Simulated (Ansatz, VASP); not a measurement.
One calculation of ZnGaP, two programs

File POSCAR:

```
ZnGaP
1.0
    4.0159400000      0.0000000000      0.0000000000
   -2.0079700000      3.4779100000      0.0000000000
    0.0000000000      0.0000000000      4.4042000000
Zn Ga P
1 1 1
Direct
    0.0000000000      0.0000000000      0.5000000000
    0.6666700000      0.3333300000      0.0000000000
    0.3333300000      0.6666700000      0.5000000000
```

INCAR.step1

```
ALGO     = Normal         # electronic algorithm
EDIFF    = 1E-5           # SCF threshold, eV
ENCUT    = 520            # plane-wave cutoff, eV
GGA      = PE             # functional
ISIF     = 2              # what is computed and relaxed
ISMEAR   = -1             # smearing method
LASPH    = T              # aspherical terms in the spheres
LCHARG   = F              # write CHGCAR
LREAL    = F              # projectors in reciprocal space
LWAVE    = T              # write WAVECAR
NELM     = 60             # most SCF steps
PREC     = Accurate       # precision mode
SIGMA    = 0.05           # smearing width, eV
```

The input INCAR.step2:

```
AEXX     = 0.25           # exact-exchange fraction
ALGO     = Normal         # electronic algorithm
EDIFF    = 1E-6           # SCF threshold, eV
ENCUT    = 520            # plane-wave cutoff, eV
GGA      = PE             # functional
HFSCREEN = 0.1            # screening, 1/A
ISIF     = 2              # what is computed and relaxed
ISMEAR   = -1             # smearing method
ISTART   = 1            
LASPH    = T              # aspherical terms in the spheres
LCHARG   = F              # write CHGCAR
LHFCALC  = T              # exact exchange
LREAL    = F              # projectors in reciprocal space
LWAVE    = F              # write WAVECAR
NELM     = 60             # most SCF steps
PREC     = Accurate       # precision mode
PRECFOCK = Fast         
SIGMA    = 0.05           # smearing width, eV
```

The input KPOINTS:

```
k-points
0
Gamma
  4 4 3
```

Contents of input.yaml:

```yaml
crystal:
  lattice:
    - [4.01594, 0.0, 0.0]
    - [-2.00797, 3.47791, 0.0]
    - [0.0, 0.0, 4.4042]
  atoms:
    - { symbol: Zn, position: [0.0, 0.0, 0.5] }
    - { symbol: Ga, position: [0.66667, 0.33333, 0.0] }
    - { symbol: P, position: [0.33333, 0.66667, 0.5] }
hamiltonian:
  xc: { exchange: pbe, correlation: pbe, exx: { coeff: 0.25, omega: 0.1 } }
  pseudopotentials: { kind: paw }
kpoints:
  mp_grid: { grid: [4, 4, 3] }
scf:
  occupations: { method: fermi_dirac, width: 0.05 }
output:
  forces: true
  stress: true
  eigenvalues: true
```

The cell was built by a generator and needn't be a form met in nature.

Alike in both runs: task single point; functional HSE(alpha, omega); k mesh 4 × 4 × 3; occupations fermi-dirac, width 0.05 eV; no spin polarisation.

|  | VASP | Ansatz |
| --- | --- | --- |
| version | VASP 6.6.1 | Ansatz 0.2.0 |
| potentials or method | VASP PAW PBE potentials, release 64 (Zn, Ga_d, P) | Ansatz PAW |
| plane-wave cutoff (eV) | 520 | 420 |
| valence electrons in the cell | 30 | 30 |

```tsv
	VASP	Ansatz	Ansatz less VASP
gap on the k mesh at the Fermi level (eV)	0.46	0.41	-0.047
least direct gap on the mesh (eV)	2.49	2.47	-0.028
pressure (GPa)	1.2	1.3	+0.10
largest component of the traceless stress (GPa)	0.24	0.21	-0.027
```

With one functional, cell and mesh, what is left measures potentials, basis and numerics.

Caveats: the k mesh is coarse (spacing up to 0.48 Å⁻¹), so the values aren't converged, least of all with exact exchange; the PAW data sets were made with another functional, which shifts forces and pressure a little (VASP); an odd mesh through Γ misses points on the zone boundary, where band edges often lie (VASP); odd divisions of the mesh miss points on the zone boundary, where band edges often lie, so the gap on the mesh can be too wide (Ansatz); the PAW data sets come from PBE, with cores solved anew for the run's functional, which leaves a small shift of forces and pressure (Ansatz); the thresholds are loose for stress (Ansatz).
